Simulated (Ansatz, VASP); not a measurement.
## Cross-check of H23C11 (amorphous polyisobutylene at 580 K) between VASP and Ansatz

One calculation is typed for both programs; each brings its own data sets. How far apart do they land? The cell is taken from a series of runs on this material, whose earlier steps may have relaxed, scaled, displaced or heated it; both programs get it as it stands.

Program: Ansatz 0.2.0. Level of theory: plane waves, with VASP 6.6.1 beside it; single point at LDA. Results are calculated unless marked as measured.

**1. Starting point**

The cell holds 136 atoms: 44 C and 92 H. Its edges and angles: a = 11.232 Å, b = 11.232 Å, c = 11.232 Å, α = 90.0°, β = 90.0°, γ = 90.0°. As first built, before any earlier steps moved the atoms (in the runner's words): 2 polyisobutylene chains of 5 units placed at random, at 0.728 g/cm^3; overlaps pushed apart, then 20 ps at 800 K with MMFF94 bonds, angles, torsions, charges and radii (Halgren, J. Comput. Chem. 17, 490 (1996)) in harmonic and 12-6 forms; charges of ions scaled by 0.8. Snapshot after 30 ps at 580 K and fixed volume.

**2. VASP: single point, LDA**

With cell and atoms fixed, the geometry can't cause a difference; cores, projectors, grids and the points listed under the comparison can.

Lines of VASP's logs that name or quote its potential files are left out, and so is its time.

File INCAR:

```
SYSTEM = H23C11
PREC = Accurate
ENCUT = 600
EDIFF = 1E-06
NELM = 120
ISMEAR = 0
SIGMA = 0.01
LREAL = Auto
ALGO = Normal
GGA = CA
NBANDS = 229
LORBIT = 11
LWAVE = .FALSE.
LCHARG = .FALSE.
ISIF = 2
LASPH = .TRUE.
GGA_COMPAT = .FALSE.
EFERMI = MIDGAP
```

File POSCAR:

```
H23C11
1.0
   11.2319300000      0.0000000000      0.0000000000
    0.0000000000     11.2319300000      0.0000000000
    0.0000000000      0.0000000000     11.2319300000
C H
44 92
Direct
    0.7369600000      0.5326700000      0.5905900000
    0.7989200000      0.4732000000      0.6933500000
    0.7359600000      0.3637300000      0.7491500000
    0.8134100000      0.3222600000      0.8507000000
    0.7277500000      0.2668500000      0.6559500000
    0.6129200000      0.4108900000      0.7863300000
    0.5292600000      0.3396700000      0.8713400000
    0.5203500000      0.2100900000      0.8387200000
    0.5722300000      0.3523100000      0.9980300000
    0.4112500000      0.4079900000      0.8512300000
    0.2874600000      0.3658600000      0.9000100000
    0.2079900000      0.4706900000      0.8657600000
    0.2450100000      0.2574700000      0.8320200000
    0.2949400000      0.3463300000      0.0337400000
    0.1826600000      0.3440300000      0.1149000000
    0.1340800000      0.4680700000      0.1362200000
    0.0844200000      0.2679400000      0.0622000000
    0.2168500000      0.2829300000      0.2331400000
    0.2919000000      0.3402100000      0.3319400000
    0.3215900000      0.2394800000      0.4174900000
    0.2226900000      0.4330800000      0.4017900000
    0.4078300000      0.3945800000      0.2895800000
    0.8219300000      0.9246100000      0.3232100000
    0.8875200000      0.8975400000      0.2087500000
    0.8237800000      0.9360700000      0.0955300000
    0.7902900000      0.0670700000      0.1032500000
    0.7102800000      0.8653400000      0.0780500000
    0.9054000000      0.9283700000      0.9845900000
    0.9769000000      0.8182400000      0.9518000000
    0.0820900000      0.7969300000      0.0340100000
[... 100 atom lines left out ...]
    0.4563100000      0.8172800000      0.4954000000
    0.4407300000      0.9664500000      0.5490300000
    0.5621700000      0.8775300000      0.5969300000
    0.3962600000      0.6681800000      0.7882400000
    0.5402900000      0.7128300000      0.7375900000
    0.4381800000      0.6437300000      0.6369600000
```

File KPOINTS:

```
Automatic mesh
0
Gamma
1 1 1
0 0 0
```

PAW data sets: C and H (LDA family, release 64).

Started as:

```
$ export OMP_NUM_THREADS=4
$ mpirun -np 1 vasp_gam
```

Numbers of over 12 decimals in the logs are rounded to 6 here.

The program printed:

```text
[banner, memory and clock lines left out]
running    1 mpi-ranks, on    1 nodes
[...]
Offloading initialized ...    1 GPUs detected
[...]
LDA part: xc-table for (Slater(with rela. corr.)+CA(PZ))
 , standard interpolation
 POSCAR, INCAR and KPOINTS ok, starting setup
[...]
entering main loop
       N       E                     dE             d eps       ncg     rms          rms(c)
DAV:   1     0.167110525259E+04    0.16711E+04   -0.13680E+05   458   0.116E+03
DAV:   2    -0.625095053842E+03   -0.22962E+04   -0.21583E+04   567   0.248E+02
DAV:   3    -0.864117833170E+03   -0.23902E+03   -0.23705E+03   596   0.802E+01
DAV:   4    -0.871470434708E+03   -0.73526E+01   -0.73306E+01   612   0.164E+01
[...]
DAV:  20    -0.782639865063E+03   -0.29851E-05   -0.39861E-06   524   0.492E-03    0.213E-03
DAV:  21    -0.782639866284E+03   -0.12210E-05   -0.93116E-07   420   0.303E-03    0.150E-03
DAV:  22    -0.782639866508E+03   -0.22320E-06   -0.60952E-07   436   0.174E-03
   1 F= -.78263987E+03 E0= -.78263987E+03  d E =0.000000E+00
```

OUTCAR, selected parts (step 2):

```text
  FREE ENERGIE OF THE ION-ELECTRON SYSTEM (eV)
  ---------------------------------------------------
  free  energy   TOTEN  =      -782.6398665076 eV

  energy  without entropy=     -782.6398665076  energy(sigma->0) =     -782.63986651
```

The run ends at a pressure of -0.15 GPa, with forces up to 1.3 eV/Å.

**3. Ansatz: single point, LDA**

Ansatz runs on its default PAW (the set named soft_2) files.

The same cell, functional (in two slightly different forms) and mesh now go to Ansatz, which takes its cutoff from its data sets.

File input.yaml:

```yaml
crystal:
  lattice:
    - [11.23193, 0.0, 0.0]
    - [0.0, 11.23193, 0.0]
    - [0.0, 0.0, 11.23193]
  atoms:
    - { symbol: C, position: [0.73696, 0.53267, 0.59059] }
    - { symbol: C, position: [0.79892, 0.4732, 0.69335] }
    - { symbol: C, position: [0.73596, 0.36373, 0.74915] }
    - { symbol: C, position: [0.81341, 0.32226, 0.8507] }
    - { symbol: C, position: [0.72775, 0.26685, 0.65595] }
    - { symbol: C, position: [0.61292, 0.41089, 0.78633] }
    - { symbol: C, position: [0.52926, 0.33967, 0.87134] }
    - { symbol: C, position: [0.52035, 0.21009, 0.83872] }
    - { symbol: C, position: [0.57223, 0.35231, 0.99803] }
    - { symbol: C, position: [0.41125, 0.40799, 0.85123] }
    - { symbol: C, position: [0.28746, 0.36586, 0.90001] }
    - { symbol: C, position: [0.20799, 0.47069, 0.86576] }
    - { symbol: C, position: [0.24501, 0.25747, 0.83202] }
    - { symbol: C, position: [0.29494, 0.34633, 0.03374] }
    - { symbol: C, position: [0.18266, 0.34403, 0.1149] }
    - { symbol: C, position: [0.13408, 0.46807, 0.13622] }
    - { symbol: C, position: [0.08442, 0.26794, 0.0622] }
    - { symbol: C, position: [0.21685, 0.28293, 0.23314] }
    - { symbol: C, position: [0.2919, 0.34021, 0.33194] }
    - { symbol: C, position: [0.32159, 0.23948, 0.41749] }
    - { symbol: C, position: [0.22269, 0.43308, 0.40179] }
    - { symbol: C, position: [0.40783, 0.39458, 0.28958] }
    - { symbol: H, position: [0.71516, 0.46919, 0.51906] }
    - { symbol: H, position: [0.79458, 0.60156, 0.55104] }
    - { symbol: H, position: [0.65403, 0.57769, 0.61765] }
    - { symbol: H, position: [0.81528, 0.53822, 0.76565] }
    - { symbol: H, position: [0.8874, 0.4405, 0.66468] }
    - { symbol: H, position: [0.90316, 0.30012, 0.81669] }
    - { symbol: H, position: [0.77921, 0.24041, 0.89319] }
    - { symbol: H, position: [0.82356, 0.39118, 0.91995] }
[... 100 atom lines left out ...]
    - { symbol: H, position: [0.45631, 0.81728, 0.4954] }
    - { symbol: H, position: [0.44073, 0.96645, 0.54903] }
    - { symbol: H, position: [0.56217, 0.87753, 0.59693] }
    - { symbol: H, position: [0.39626, 0.66818, 0.78824] }
    - { symbol: H, position: [0.54029, 0.71283, 0.73759] }
    - { symbol: H, position: [0.43818, 0.64373, 0.63696] }
kpoints:
  mp_grid: { grid: [1, 1, 1] }
hamiltonian:
  xc: lda
scf:
  occupations: { method: fixed }
output:
  forces: true
  stress: true
  populations: true
  dos:
    method: { smearing: { sigma: 0.1 } }
    de: 0.1
    projected: { site_lists: { C: [C], H: [H] } }
  eigenvalues: true
```

Started as:

```
$ ansatz run input.yaml --threads 4 --pin off --max-ram 8192MiB --backend cpu --events-out ev --progress --plain --runs-dir out
```

The program printed:

```text
Engine: ansatz 0.2.0, x86_64-unknown-linux-gnu
Pseudopotentials: kind: paw
Pseudopotential: C, paw, valence charge 4, recommended cutoff 420 eV (normal), C.paw.azcp
Pseudopotential: H, paw, valence charge 1, recommended cutoff 420 eV (normal), H.paw.azcp
Functional definition: SPW92
  exchange = slater_x
  correlation = pw_c
Crystal: 136 atoms, lattice volume = 1416.978 Å³
Basis set: ecut = 420 eV, 27633 PW (Γ)
Bands: 270, of which v1, the nominal top of the filled ones, is band 134 counted from 1 (133 counted from 0)
Symmetry: 1 space group operations
Space group: P1 (ITA 1), of the structure as read, at distance tolerance 1.1e-4 Å
k-points: 1
Non-local potential: C, projectors of the file, l = 0: 2, l = 1: 2, l = 2: 1
Non-local potential: H, projectors of the file, l = 0: 2, l = 1: 1
PAW form: soft (Blöchl's): semilocal exchange-correlation on the pseudo side does not see the compensation charge
PAW frozen core: C, regenerated for the run's functional, and the local potential with it (the file was generated under x = pbe(κ = 0.804, μ = 0.219515), c = pbe(β = 0.066725))
PAW one-centre angular grid: C, 110 points (default); XC on 64 Gauss nodes
PAW one-centre angular grid: H, 110 points (default); XC on 64 Gauss nodes
Initial density: superposition of atomic densities (neutral atoms: chi_scale 0, normalization atom), corrected by the library's trained network
Initial wavefunctions: pseudopotential atomic-orbital guess
Functional: x = slater, c = lda
SCF iter   1: F=—  HF=-12144.843766 eV  |F-HF|=—  |Δ(HF+E_count)|=         —  Δρ=8.20e-3  dr2=6.98e-1  ethr=1.77e-3  ⟨swp⟩=4.0  Hψ=933  notcnv=0  defer=130
preconditioner: auto → Resta (q_TF=auto, 2.067 Å⁻¹)  ε∞=2.2  [insulator: Δε(μ)=4.498 eV  Ē_g=14.988 eV  n_scr=202 (ndim 8)  ℏωp=16.1 eV  f_vac=0.323  ε∞_Penn≈2.2]
SCF iter   2: F=—  HF=-12144.680976 eV  |F-HF|=—  |Δ(HF+E_count)|=   1.63e-1  Δρ=3.45e-3  dr2=1.13e-1  ethr=2.60e-4  ⟨swp⟩=3.0  Hψ=415  notcnv=0  defer=134
SCF iter   3: F=—  HF=-12144.675842 eV  |F-HF|=—  |Δ(HF+E_count)|=   5.13e-3  Δρ=8.80e-4  dr2=1.18e-2  ethr=4.23e-5  ⟨swp⟩=4.0  Hψ=278  notcnv=0  defer=134
SCF iter   4: F=—  HF=-12144.682343 eV  |F-HF|=—  |Δ(HF+E_count)|=   6.50e-3  Δρ=1.81e-4  dr2=1.21e-3  ethr=4.42e-6  ⟨swp⟩=3.0  Hψ=249  notcnv=0  defer=134
SCF iter   5: F=—  HF=-12144.684821 eV  |F-HF|=—  |Δ(HF+E_count)|=   2.48e-3  Δρ=1.02e-4  dr2=2.51e-4  ethr=4.52e-7  ⟨swp⟩=3.0  Hψ=279  notcnv=0  defer=134
SCF iter   6: F=—  HF=-12144.685283 eV  |F-HF|=—  |Δ(HF+E_count)|=   4.62e-4  Δρ=2.39e-5  dr2=1.54e-5  ethr=9.36e-8  ⟨swp⟩=2.0  Hψ=277  notcnv=0  defer=134
SCF iter   7: F=—  HF=-12144.684181 eV  |F-HF|=—  |Δ(HF+E_count)|=   1.10e-3  Δρ=8.12e-6  dr2=1.21e-6  ethr=5.73e-9  ⟨swp⟩=2.0  Hψ=367  notcnv=0  defer=134
SCF iter   8: F=—  HF=-12144.684184 eV  |F-HF|=—  |Δ(HF+E_count)|=   3.00e-6  Δρ=3.64e-6  dr2=2.44e-7  ethr=4.51e-10  ⟨swp⟩=2.0  Hψ=275  notcnv=0  defer=134
SCF iter   9: F=-12144.684184 eV  HF=-12144.684184 eV  |F-HF|=6.51e-8  |Δ(HF+E_count)|=   2.76e-7  Δρ=6.95e-7  dr2=1.40e-8  ethr=3.73e-11  ⟨swp⟩=19.0  Hψ=2082  notcnv=0
SCF 1 converged in 9 iterations: F = -12144.684184 eV  dr2 = 1.40e-8
  greatest PAW one-centre occupation: 0.655 electrons in one spin orbital (limit 2), on the C atom at site 89 (counted from 0), in its partial waves of l = 0
SCF converged after 9 iterations
Free energy (F): -12144.684184 eV
Harris-Foulkes:  -12144.684184 eV  (|F-HF|=6.51e-8)
Internal energy: -12144.684184 eV  (E = F + TS)
E sigma→0 (E₀):  -12144.684184 eV
Fermi energy:    -2.221258 eV
--- Per-component energies (eV) ---
  E_band       = -2046.859097
  E_kinetic    = 5285.690776
  E_local      = -22687.932835  (includes V_loc(G=0)·N_el)
  E_nonlocal   = 1386.560775
  E_hartree    = 9018.530671
  E_xc         = -2909.654136
  E_vxc        = -3669.296896  (∫ρ·V_xc dr)
  E_paw        = -4090.766749  (= ΣΔE_a)
  E_vpaw       = -398.822606  (= ΣTr[D̂ρ^β])
  E_aug_tail   = -0.121616  (compensation charges beyond the density's cutoff)
  E_ewald      = 1850.244301
  E_core_change = 2.764630  (= ΣΔE_core)
  E_smearing   = -0.000000  (= −TS)
  E_closure    = -0.000000  (closes the sum)
  Σ components = -12144.684184   (vs F -12144.684184, Δ=0.00e0)
--- Forces (eV/Å), atoms counted from 1 ---
  atom   1  C      0.02950003     0.11569507    -0.05183909
  atom   2  C      0.16235557    -0.56006805     0.11680963
  atom   3  C     -0.18854639     0.93541915    -0.15614944
  atom   4  C      0.10027481    -0.18501923     0.02876754
  atom   5  C      0.02372716    -0.12912644     0.01413990
  atom   6  C      0.23264160    -0.80283335     0.37194444
  atom   7  C     -0.14254765     0.96196890    -0.85871566
  atom   8  C      0.03540295    -0.23373228     0.16560331
  atom   9  C      0.12626245    -0.18349168     0.21438677
  atom  10  C     -0.43464619    -0.83476962     0.57296501
  atom  11  C      0.65945927     0.81190101    -0.51999930
[...]
atom  85  C      0.10712166     0.07434796     0.06611645
  atom  86  C      0.18580853    -0.10349471     0.39098700
  atom  87  C     -0.22151385    -0.11340365    -0.18915616
  atom  88  C      0.01451671     0.01930937    -0.01498705
  atom  89  C      0.20859818     0.03631743     0.05834159
  atom  90  C      0.05245350     0.08923717     0.00879789
  atom  91  H     -0.00865250     0.01518540     0.01436087
  atom  92  H     -0.00664367     0.01016887     0.00416530
  atom  93  H     -0.01332239    -0.01034141     0.01489936
  atom  94  H      0.01628875     0.03434830    -0.01942475
  atom  95  H     -0.00336998    -0.01884724    -0.00864584
  atom  96  H      0.01294403     0.00214485     0.00557140
  atom  97  H     -0.01208130     0.06076082    -0.01452189
[...]
atom 129  H     -0.00195463    -0.01111684     0.01745339
  atom 130  H      0.00800537     0.00457712     0.00192715
  atom 131  H     -0.02103333     0.00596839     0.00970906
  atom 132  H     -0.02774575    -0.04023729     0.00837801
  atom 133  H      0.00078339    -0.00650089    -0.03123419
  atom 134  H      0.00375423    -0.01307764    -0.02139032
  atom 135  H      0.00318163    -0.02914164     0.00308839
  atom 136  H     -0.00122508    -0.00215061     0.01662644
  max |Σ_I F_I| component: 2.57e-5 eV/Å
--- Stress (GPa, compression-positive) ---
       -0.037401      -0.048058      -0.162953
       -0.048058      -0.483187       0.108593
       -0.162953       0.108593      -0.243286
  P = ⅓ Tr σ = -0.2546 GPa (-2.546 kbar)
--- Band table (eV) ---
  k-point 0: bands = [... 130 lower, -2.8706, -2.8416, -2.2844, -2.2213, 2.3377, 3.1978, 3.3463, 3.3905, ... 132 higher]
--- Löwdin populations: 136 sites ---
  site symbol       q [e]
     0      C      4.4897
     1      C      4.2802
     2      C      3.9129
     3      C      4.4790
     4      C      4.4917
     5      C      4.2946
     6      C      3.9186
     7      C      4.4759
     8      C      4.4834
     9      C      4.2859
    10      C      3.9180
    11      C      4.4788
    12      C      4.4799
    13      C      4.2922
    14      C      3.9148
    15      C      4.4877
    16      C      4.4771
    17      C      4.3009
    18      C      3.9026
    19      C      4.4842
    20      C      4.4950
    21      C      4.4874
    22      H      0.8127
    23      H      0.8016
[...]
128      H      0.8269
   129      H      0.8219
   130      H      0.8114
   131      H      0.8237
   132      H      0.8145
   133      H      0.8252
   134      H      0.8240
   135      H      0.8227
  spilling = 0.009113 (of n_electrons = 268.000000)
```

Reading the cycles: dr2 is the Hartree energy of the density residual (eV), the measure of convergence; HF is the Harris–Foulkes estimate of the energy, which meets the free energy F at convergence.

**4. Comparison**

Known differences besides the potentials themselves: the two LDA forms differ slightly; fixed occupations in Ansatz, narrow Gaussian smearing in VASP; the cutoff is 420 eV in Ansatz and 600 eV in VASP (PREC = Accurate, projectors in real space); VASP's log shows a relativistic correction to its local exchange, Ansatz's none. Total energies have different zeros and are not compared.

Both answers:

```tsv
quantity	Ansatz	VASP	difference
pressure (GPa)	-0.25	-0.15	-0.11
gap on the k mesh (eV)	4.559	4.559	0.000
```

Forces on 10 of the 136 atoms, those with the largest forces and the largest differences (eV/Å; atoms numbered as in POSCAR):

```tsv
atom	Ansatz x, y, z	VASP x, y, z
C3	-0.189, 0.935, -0.156	-0.196, 0.938, -0.152
C7	-0.143, 0.962, -0.859	-0.144, 0.966, -0.864
C10	-0.435, -0.835, 0.573	-0.437, -0.845, 0.580
C11	0.659, 0.812, -0.520	0.666, 0.809, -0.514
C29	0.310, 0.357, -0.907	0.306, 0.363, -0.914
C32	-0.197, -0.393, 0.883	-0.205, -0.390, 0.889
C33	0.022, -0.430, -0.878	0.030, -0.429, -0.876
H81	0.011, -0.021, 0.041	-0.029, -0.034, 0.061
H110	0.065, 0.107, -0.058	0.083, 0.065, -0.067
H111	0.049, -0.056, -0.084	0.085, -0.028, -0.075
```

The forces differ by 21 meV/Å r.m.s., which is 11.5 % of the r.m.s. force of 0.186 eV/Å (both taken over all components). A gap on the mesh is an upper bound, since the band edges may lie between its points.

**5. Outcome**

| Property | Result |
| --- | --- |
| r.m.s. force difference (single point, LDA) | 21 meV/Å |

In words: The r.m.s. force difference is 21 meV/Å (single point, LDA), beyond the 12 meV/Å picked in this series as the mark of a large difference. What causes the difference of the single point, LDA pair stays open here. Such differences can come from data sets, numerical settings and the points named under the comparisons, not from the functional's error against experiment.

[Lines on the potential files, build, host, timing and source positions are cut from VASP's logs without a mark.]

[Logs are printed without paths, hosts, clocks, repeated set-up lines and the standing remarks that a program may print on its own settings, such as how far it seeks lower states.]

[Hosts, paths, dates, database ids (printed as entryN), source tags and the programs' standing remarks are cut or masked in the printed files.]

[The MMFF94 radii named for the starting cell were scaled by 0.96; in molecules described by MMFF94, hydrogen bound to N, O or S took a small fixed 12-6 site in their place.]
